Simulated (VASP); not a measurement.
Level of theory: PBE GGA, VASP's PBE PAW potentials (set 64) (plane waves; VASP).

VASP input:

File POSCAR:
```
CoGa
1
    2.9376000000     0.0000000000     0.0000000000
    0.0000000000     2.9376000000     0.0000000000
    0.0000000000     0.0000000000     2.9376000000
Ga Co
1 1
Direct
  0.5000000000   0.5000000000   0.5000000000
  0.0000000000   0.0000000000   0.0000000000
```

**INCAR**
```
# general
SYSTEM  = CoGa
PREC    = Accurate
ENCUT   = 520   # plane-wave cut-off (eV)
LREAL   = .False.
LASPH   = .True.   # aspherical one-centre terms

# electronic loop
EDIFF   = 1E-6   # SCF stop (eV)
NELM    = 100   # most electronic steps
ALGO    = Normal   # blocked Davidson
LMAXMIX = 4

# smearing
ISMEAR  = 1   # Methfessel-Paxton
SIGMA   = 0.1   # width (eV)

# functional
GGA     = PE   # PBE

# ions
ISIF    = 2

# output
LWAVE   = .False.
LCHARG  = .False.
```

**KPOINTS**
```
Automatic
0
gamma
 9 9 9
```

POTCAR, in this order: Ga_d Co (PBE.64 set). Program: vasp_std.

Output of the run:

OSZICAR:
```
       N       E                     dE             d eps       ncg     rms          rms(c)
DAV:   1     0.102689620152E+03    0.10269E+03   -0.10920E+04  1090   0.261E+03
DAV:   2    -0.585480998613E+01   -0.10854E+03   -0.10623E+03  1078   0.365E+02
DAV:   3    -0.113492214473E+02   -0.54944E+01   -0.54656E+01  1169   0.857E+01
DAV:   4    -0.114389083971E+02   -0.89687E-01   -0.89642E-01  1398   0.103E+01
DAV:   5    -0.114418005421E+02   -0.28921E-02   -0.28921E-02  1276   0.170E+00    0.929E+00
DAV:   6    -0.128673293579E+02   -0.14255E+01   -0.25245E+01  1189   0.651E+01    0.129E+01
DAV:   7    -0.104536653562E+02    0.24137E+01   -0.11124E+01  1092   0.480E+01    0.156E+00
DAV:   8    -0.104427101971E+02    0.10955E-01   -0.26670E-01  1249   0.546E+00    0.677E-01
DAV:   9    -0.104361366751E+02    0.65735E-02   -0.21163E-02  1411   0.220E+00    0.145E-01
DAV:  10    -0.104358429279E+02    0.29375E-03   -0.66241E-04  1430   0.378E-01    0.640E-02
DAV:  11    -0.104358347003E+02    0.82277E-05   -0.51358E-05  1531   0.125E-01    0.124E-02
DAV:  12    -0.104358338450E+02    0.85527E-06   -0.26195E-06  1126   0.278E-02
   1 F= -.10435834E+02 E0= -.10436283E+02  d E =0.134830E-02
```

OUTCAR:
```
------------------------ aborting loop because EDIFF is reached ----------------------------------------
  FORCE on cell =-STRESS in cart. coord.  units (eV):
  Direction    XX          YY          ZZ          XY          YZ          ZX
  --------------------------------------------------------------------------------------
  Total       -1.3932219     -1.3932219     -1.3932219      0.0000000     -0.0000000     -0.0000000
  in kB      -88.0547715    -88.0547715    -88.0547715      0.0000000     -0.0000000     -0.0000000
  external PRESSURE =     -88.0547715 kB  Pullay stress =       0.0000000 kB
  volume of cell :       25.35
      direct lattice vectors                 reciprocal lattice vectors
     2.937600000  0.000000000  0.000000000     0.340413943  0.000000000  0.000000000
     0.000000000  2.937600000  0.000000000     0.000000000  0.340413943  0.000000000
     0.000000000  0.000000000  2.937600000     0.000000000  0.000000000  0.340413943
 POSITION                                       TOTAL-FORCE (eV/Angst)
 -----------------------------------------------------------------------------------
      1.46880      1.46880      1.46880         0.000000      0.000000      0.000000
      0.00000      0.00000      0.00000         0.000000      0.000000      0.000000
 -----------------------------------------------------------------------------------
    total drift:                                0.000000      0.000000     -0.000000
  FREE ENERGIE OF THE ION-ELECTRON SYSTEM (eV)
  ---------------------------------------------------
  free  energy   TOTEN  =       -10.4358338450 eV

  energy  without entropy=      -10.4371821413  energy(sigma->0) =      -10.43628328
```
(Selected blocks of OUTCAR.)

File OUTCAR:
```
 val. band max:        8.9646446010   @ k =   0.4444   0.3333   0.3333

 cond. band min:       8.9938061443   @ k =   0.4444   0.3333   0.0000


 Fermi energy:         8.9791925536

 k-point     1 :       0.0000    0.0000    0.0000
  band No.  band energies     occupation
      1      -6.0900      2.00000
      2      -6.0900      2.00000
      3      -5.7985      2.00000
      4      -5.7985      2.00000
      5      -5.7985      2.00000
      6      -2.5963      2.00000
      7       6.6457      2.00000
      8       6.6457      2.00000
      9       8.2956      2.00000
     10       8.2956      2.00000
     11       8.2956      2.00000
     12      13.9764      0.00000
     13      13.9764      0.00000
     14      13.9764      0.00000
     15      19.6326      0.00000

 k-point     2 :       0.1111    0.0000    0.0000
  band No.  band energies     occupation
      1      -6.0849      2.00000
      2      -6.0625      2.00000
      3      -5.8085      2.00000
      4      -5.8085      2.00000
      5      -5.7963      2.00000
      6      -2.3738      2.00000
      7       6.5949      2.00000
      8       6.6711      2.00000
      9       8.1602      2.00000
     10       8.1602      2.00000
     11       8.2969      2.00000
     12      12.4570      0.00000
     13      14.3561      0.00000
     14      14.3561      0.00000
     15      19.6836      0.00000

 k-point     3 :       0.2222    0.0000    0.0000
  band No.  band energies     occupation
      1      -6.0722      2.00000
      2      -5.9952      2.00000
      3      -5.8337      2.00000
      4      -5.8337      2.00000
      5      -5.7909      2.00000
      6      -1.7072      2.00000
      7       6.1901      2.00000
      8       6.7364      2.00000
      9       7.8596      2.00000
     10       7.8596      2.00000
     11       8.3003      2.00000
     12      10.3150     -0.00000
     13      15.3891      0.00000
     14      15.3891      0.00000
     15      19.8358      0.00000
...
```

The compound is CoGa in the CsCl type structure. The cell was not relaxed at this level. The run is not spin-polarised, so no magnetic state was tried.
